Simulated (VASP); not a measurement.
## BeZn2Se3: relaxation of cell and atoms with PBE

The system is BeZn2Se3.

```
CELL_PARAMETERS angstrom
5.87290 -3.39174 0.00000
5.87290 3.39174 0.00000
0.00000 0.00000 6.42458
ATOMIC_POSITIONS crystal
Be 0.15819 0.84181 0.99986
Be 0.84181 0.15819 0.49986
Zn 0.83176 0.49345 0.99657
Zn 0.50655 0.16824 0.99657
Zn 0.16824 0.50655 0.49657
Zn 0.49345 0.83176 0.49657
Se 0.16489 0.52442 0.11120
Se 0.47558 0.83511 0.11120
Se 0.85600 0.14400 0.14484
Se 0.52442 0.16489 0.61120
Se 0.83511 0.47558 0.61120
Se 0.14400 0.85600 0.64484
```

The cell was built by a generator and needn't be a form met in nature.

* Program: VASP 6.6.1
* Task: relaxation of cell and atoms
* Functional: PBE
* Potentials or basis: VASP PAW PBE potentials, release 64 (Be, Zn, Se)
* Cutoff: 520 eV
* k mesh: 4 × 4 × 4
* Occupations: gaussian, width 0.03 eV
* Spin: no spin polarisation
* Further INCAR settings: ALGO = Normal; EDIFF = 1e-07; IBRION = 2; POTIM = 0.3; EDIFFG = -0.005; NSW = 60; ISIF = 3

```
Relaxed volume                         : 21.34 Å³/atom
Relaxed cell                           : a = 6.783 Å, b = 6.783 Å, c = 6.427 Å, α = 90.00°, β = 90.00°, γ = 60.02°
Space group after relaxing (to 0.05 Å) : Cmc2_1 (No. 36)
Energy gained by relaxing              : 0.0 meV/atom
Ionic steps                            : 4
Pressure after relaxing                : 0.0 GPa
Largest force after relaxing           : 0.005 eV/Å
Band gap on the k mesh                 : 1.97 eV, direct
```

Forces in eV/Å, atoms in the order of the input:
```
Be   0.000 -0.003 -0.002
Be   0.000  0.003 -0.002
Zn   0.001 -0.004  0.000
Zn  -0.001 -0.004  0.000
Zn  -0.001  0.004  0.000
Zn   0.001  0.004  0.000
Se   0.000 -0.004  0.001
Se   0.000 -0.004  0.001
Se   0.000 -0.005 -0.001
Se   0.000  0.004  0.001
Se   0.000  0.004  0.001
Se   0.000  0.005 -0.001
```

Final structure:
```
Be Zn Se
1.0
     5.87338   -3.39229    0.00000
     5.87338    3.39229    0.00000
     0.00000    0.00000    6.42652
Be Zn Se
2 4 6
Cartesian
  5.8734 2.3183 6.4252
  5.8734 -2.3183 3.2120
  7.7835 -1.1479 6.4045
  3.9632 -1.1479 6.4045
  3.9632 1.1479 3.1912
  7.7835 1.1479 3.1912
  4.0490 1.2192 0.7146
  7.6977 1.2192 0.7146
  5.8734 -2.4157 0.9313
  4.0490 -1.2192 3.9279
  7.6977 -1.2192 3.9279
  5.8734 2.4157 4.1445
```

Levels at points of the mesh, in eV from the valence-band top:
```
           k point  band 41  band 42  band 43  band 44  band 45  band 46  band 47  band 48
(0.00, 0.00, 0.00)    -0.86    -0.12    -0.02     0.00     1.97     2.56     3.81     3.82
(0.50, 0.00, 0.00)    -0.94    -0.89    -0.82    -0.72     2.95     3.48     4.07     4.20
(0.50, 0.50, 0.00)    -0.90    -0.89    -0.77    -0.65     2.87     3.45     4.06     4.47
(0.00, 0.00, 0.50)    -0.49    -0.49    -0.47    -0.47     2.98     2.98     3.96     3.96
(0.50, 0.00, 0.50)    -1.35    -1.35    -1.26    -1.26     2.97     2.97     4.16     4.16
(0.50, 0.50, 0.50)    -1.39    -1.39    -1.20    -1.20     3.08     3.08     4.10     4.10
```

It took 2.1 min on 4 MPI ranks on Intel(R) Xeon(R) 6975P-C (Granite Rapids) (shared host), peak memory 0.5 GiB a rank.

Expect the measured gap to be larger: semilocal functionals such as PBE lack the derivative discontinuity.
